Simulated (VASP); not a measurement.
# MgCd2Te3 (P3m1) in VASP: a series of runs, part 2 of 2

VASP 6.6.1.

### Step 3. Relaxation of cell and atoms, PBE

This run uses another cell than the first one, of 35.71 Å³/atom, 0.995 times its volume.

Contents of INCAR:

```
SYSTEM = MgCd2Te3
PREC = Accurate
ENCUT = 520
EDIFF = 1E-7
ISMEAR = 0
SIGMA = 0.03
LREAL = .False.
LASPH = .True.
NELM = 120
ALGO = Normal
ISIF = 3
LWAVE = .False.
LCHARG = .False.
GGA = PE
IBRION = 2
NSW = 60
EDIFFG = -0.005
POTIM = 0.3
KPAR = 4
```

Contents of KPOINTS:

```
Automatic mesh
0
Gamma
  6 6 2
  0 0 0
```

Contents of POSCAR:

```
MgCd2Te3                                
1.0
    4.6612095193      0.0000000000     -0.0000000000
   -2.3306047646      4.0367258634      0.0000000000
   -0.0000000000      0.0000000000     11.3860896187
  Mg              Cd              Te            
     1     2     3
Direct
     0.0000000000000000    0.0000000000000000    0.2517028551947226
     0.6666666699999979    0.3333333300000021    0.9180348329863047
     0.3333333300000021    0.6666666699999979    0.5808685361363576
     0.0000000000000000    0.0000000000000000    0.0040093395970446
     0.3333333300000021    0.6666666699999979    0.3287411393670694
     0.6666666699999979    0.3333333300000021    0.6665553567185007
```

Potentials or basis: VASP PAW PBE potentials, release 64 (Mg, Cd, Te).

On the command line:

```
> cat potpaw_PBE.64/Mg/POTCAR potpaw_PBE.64/Cd/POTCAR potpaw_PBE.64/Te/POTCAR > POTCAR
> mpirun -np 4 vasp_std > vasp.out
```

OUTCAR:

```text
SYSTEM = MgCd2Te3
   PREC = Accurate
   ENCUT = 520
   EDIFF = 1E-7
   ISMEAR = 0
   LREAL = .False.
   LASPH = .True.
   NELM = 120
   ISIF = 3
   GGA = PE
   IBRION = 2
   NSW = 60
   EDIFFG = -0.005
   POTIM = 0.3

 ion  position               nearest neighbor table
   1  0.000  0.000  0.252-   4 2.82   5 2.83   5 2.83   5 2.83
   2  0.667  0.333  0.918-   6 2.86   4 2.86   4 2.86   4 2.86
   3  0.333  0.667  0.581-   6 2.86   6 2.86   6 2.86   5 2.87
[... 606 lines left out ...]
  -------------------------------------------------------------------------------------
  Total        0.0002484      0.0002484      0.0007633     -0.0000000      0.0000000     -0.0000000
  in kB        0.0018577      0.0018577      0.0057082     -0.0000000      0.0000000     -0.0000000
  external PRESSURE =       0.0031412 kB  Pullay stress =       0.0000000 kB

 VOLUME and BASIS-vectors are now :
 -----------------------------------------------------------------------------
  energy-cutoff  :      520.00
  volume of cell :      214.24
      direct lattice vectors                 reciprocal lattice vectors
     4.661209519  0.000000000  0.000000000     0.214536591  0.123862759  0.000000000
    -2.330604765  4.036725863  0.000000000     0.000000000  0.247725517  0.000000000
     0.000000000  0.000000000 11.386089619     0.000000000  0.000000000  0.087826465

 POSITION                                       TOTAL-FORCE (eV/Angst)
 -----------------------------------------------------------------------------------
      0.00000      0.00000      2.86591        -0.000000      0.000000      0.000527
      2.33060      1.34558     10.45283        -0.000000      0.000000      0.001045
     -0.00000      2.69115      6.61382         0.000000     -0.000000      0.002151
      0.00000      0.00000      0.04565        -0.000000      0.000000     -0.000779
     -0.00000      2.69115      3.74308        -0.000000      0.000000     -0.001150
      2.33060      1.34558      7.58946        -0.000000      0.000000     -0.001794
 -----------------------------------------------------------------------------------
    total drift:                                0.000001     -0.000000      0.000502

  FREE ENERGIE OF THE ION-ELECTRON SYSTEM (eV)
  ---------------------------------------------------
  free  energy   TOTEN  =       -16.0106021089 eV

  energy  without entropy=      -16.0106021089  energy(sigma->0) =      -16.01060211

 reached required accuracy - stopping structural energy minimisation
```

OSZICAR:

```text
N       E                     dE             d eps       ncg     rms          rms(c)
DAV:   1     0.255269971704E+03    0.25527E+03   -0.18169E+04   728   0.140E+03
DAV:   2    -0.152415538415E+01   -0.25679E+03   -0.25265E+03   852   0.299E+02
DAV:   3    -0.164623206637E+02   -0.14938E+02   -0.14878E+02   852   0.727E+01
DAV:   4    -0.167030396725E+02   -0.24072E+00   -0.24055E+00   966   0.809E+00
DAV:   5    -0.167062563463E+02   -0.32167E-02   -0.32166E-02   882   0.941E-01    0.740E+00
DAV:   6    -0.160542960667E+02    0.65196E+00   -0.15739E+00   774   0.102E+01    0.602E+00
DAV:   7    -0.160048269600E+02    0.49469E-01   -0.62779E-01   802   0.369E+00    0.236E+00
DAV:   8    -0.160092026317E+02   -0.43757E-02   -0.43944E-02   796   0.204E+00    0.873E-01
DAV:   9    -0.160104231449E+02   -0.12205E-02   -0.55863E-03   834   0.653E-01    0.231E-01
DAV:  10    -0.160104006001E+02    0.22545E-04   -0.15440E-03   786   0.309E-01    0.866E-02
DAV:  11    -0.160105418509E+02   -0.14125E-03   -0.31084E-04   808   0.115E-01    0.264E-02
DAV:  12    -0.160105765656E+02   -0.34715E-04   -0.31795E-05   854   0.397E-02    0.152E-02
DAV:  13    -0.160105993324E+02   -0.22767E-04   -0.28051E-05   750   0.332E-02    0.433E-03
DAV:  14    -0.160106019412E+02   -0.26088E-05   -0.47658E-06   872   0.127E-02    0.452E-03
DAV:  15    -0.160106020861E+02   -0.14490E-06   -0.13381E-06   776   0.608E-03    0.186E-03
DAV:  16    -0.160106021089E+02   -0.22763E-07   -0.16765E-07   640   0.334E-03
   1 F= -.16010602E+02 E0= -.16010602E+02  d E =-.160106E+02
```

CONTCAR:

```text
MgCd2Te3
   1.00000000000000
     4.6612095192999998    0.0000000000000000    0.0000000000000000
    -2.3306047645999999    4.0367258634000001    0.0000000000000000
     0.0000000000000000    0.0000000000000000   11.3860896186999998
  Mg              Cd              Te
     1     2     3
Direct
     0.0000000000000000    0.0000000000000000    0.2517028551947220
     0.6666666699999979    0.3333333300000021    0.9180348329863079
     0.3333333300000021    0.6666666699999979    0.5808685361363572
     0.0000000000000000    0.0000000000000000    0.0040093395970473
     0.3333333300000021    0.6666666699999979    0.3287411393670681
     0.6666666699999979    0.3333333300000021    0.6665553567185043

  0.00000000E+00  0.00000000E+00  0.00000000E+00
  0.00000000E+00  0.00000000E+00  0.00000000E+00
  0.00000000E+00  0.00000000E+00  0.00000000E+00
  0.00000000E+00  0.00000000E+00  0.00000000E+00
  0.00000000E+00  0.00000000E+00  0.00000000E+00
  0.00000000E+00  0.00000000E+00  0.00000000E+00
```

Wall time 37 s (4 MPI ranks of Intel Xeon Platinum 8259CL at 2.50GHz (Skylake/Cascade Lake), shared host); peak memory 0.38 GiB.

What came out:

```
Free energy             : -16.0106 eV
Pressure after relaxing : 0.0 GPa
Band gap on the k mesh  : 0.98 eV, direct
```

Forces in eV/Å, atoms in the order of the input:
```
Mg   0.000  0.000  0.001
Cd   0.000  0.000  0.001
Cd   0.000  0.000  0.002
Te   0.000  0.000 -0.001
Te   0.000  0.000 -0.001
Te   0.000  0.000 -0.002
```

Final structure:
```cif
data_structure
_symmetry_space_group_name_H-M 'P 1'
_symmetry_Int_Tables_number 1
_cell_length_a 4.6612
_cell_length_b 4.6612
_cell_length_c 11.3861
_cell_angle_alpha 90.000
_cell_angle_beta 90.000
_cell_angle_gamma 120.000
_cell_volume 214.24
loop_
_atom_site_label
_atom_site_type_symbol
_atom_site_fract_x
_atom_site_fract_y
_atom_site_fract_z
_atom_site_occupancy
Mg1 Mg 0.00000 0.00000 0.25170 1
Cd1 Cd 0.66667 0.33333 0.91803 1
Cd2 Cd 0.33333 0.66667 0.58087 1
Te1 Te 0.00000 0.00000 0.00401 1
Te2 Te 0.33333 0.66667 0.32874 1
Te3 Te 0.66667 0.33333 0.66656 1
```

Levels at points of the mesh, in eV from the valence-band top:
```csv
k point,band 19,band 20,band 21,band 22,band 23,band 24,band 25,band 26
"(0.00, 0.00, 0.00)",-0.41,-0.07,0.00,0.00,0.98,2.02,2.58,4.80
"(0.50, 0.00, 0.00)",-1.48,-1.34,-1.00,-0.85,2.65,2.72,2.84,3.32
"(0.00, 0.00, 0.50)",-0.31,-0.31,-0.07,-0.07,1.82,1.90,2.63,4.69
"(0.50, 0.00, 0.50)",-1.44,-1.32,-0.66,-0.65,2.04,2.94,3.04,3.77
```

Caveat: the relaxation stopped at its first step, so nothing moved; spin-orbit coupling is left out, which moves the levels of the heavy elements. Expect the measured gap to be larger: semilocal functionals such as PBE lack the derivative discontinuity.

### Step 4. Single point, r2SCAN

This run uses another cell than the first one, of 35.71 Å³/atom, 0.995 times its volume.

Contents of INCAR:

```
SYSTEM = MgCd2Te3
PREC = Accurate
ENCUT = 520
EDIFF = 1E-6
ISMEAR = 0
SIGMA = 0.03
LREAL = .False.
LASPH = .True.
NELM = 150
ALGO = Normal
ISIF = 2
LWAVE = .False.
LCHARG = .False.
METAGGA = R2SCAN
LMIXTAU = .True.
NBANDS = 31
KPAR = 4
```

KPOINTS is that of step 3.

Contents of POSCAR:

```
MgCd2Te3                                
1.0
    4.6612095193      0.0000000000      0.0000000000
   -2.3306047646      4.0367258634      0.0000000000
    0.0000000000      0.0000000000     11.3860896187
  Mg              Cd              Te            
     1     2     3
Direct
     0.0000000000000000    0.0000000000000000    0.2517028551947220
     0.6666666699999979    0.3333333300000021    0.9180348329863079
     0.3333333300000021    0.6666666699999979    0.5808685361363572
     0.0000000000000000    0.0000000000000000    0.0040093395970473
     0.3333333300000021    0.6666666699999979    0.3287411393670681
     0.6666666699999979    0.3333333300000021    0.6665553567185043
```

On the command line:

```
> cat potpaw_PBE.64/Mg/POTCAR potpaw_PBE.64/Cd/POTCAR potpaw_PBE.64/Te/POTCAR > POTCAR
> mpirun -np 4 vasp_std > vasp.out
```

Wall time 3.3 min (4 MPI ranks of Intel Xeon Platinum 8259CL at 2.50GHz (Skylake/Cascade Lake), shared host); peak memory 0.43 GiB.

It converged, with:

| Property | Result |
| --- | --- |
| Free energy | -124.9395 eV |
| Pressure | -1.0 GPa |
| Largest force | 0.024 eV/Å |
| Band gap on the k mesh | 1.48 eV, direct |

Forces on the atoms (eV/Å):
```
Mg   0.000  0.000 -0.001
Cd   0.000  0.000 -0.003
Cd   0.000  0.000  0.006
Te   0.000  0.000 -0.022
Te   0.000  0.000  0.024
Te   0.000  0.000 -0.004
```

Levels at points of the mesh, in eV from the valence-band top:
```tsv
k point	band 20	band 21	band 22	band 23	band 24	band 25
(0.00, 0.00, 0.00)	-0.08	0.00	0.00	1.48	2.45	3.12
(0.50, 0.00, 0.00)	-1.35	-1.03	-0.87	2.97	3.06	3.22
(0.00, 0.00, 0.50)	-0.32	-0.07	-0.07	2.24	2.33	3.19
(0.50, 0.00, 0.50)	-1.35	-0.68	-0.67	2.46	3.29	3.39
```

Caveat: the PAW data sets were made with another functional, which shifts forces and pressure a little; spin-orbit coupling is left out, which moves the levels of the heavy elements.
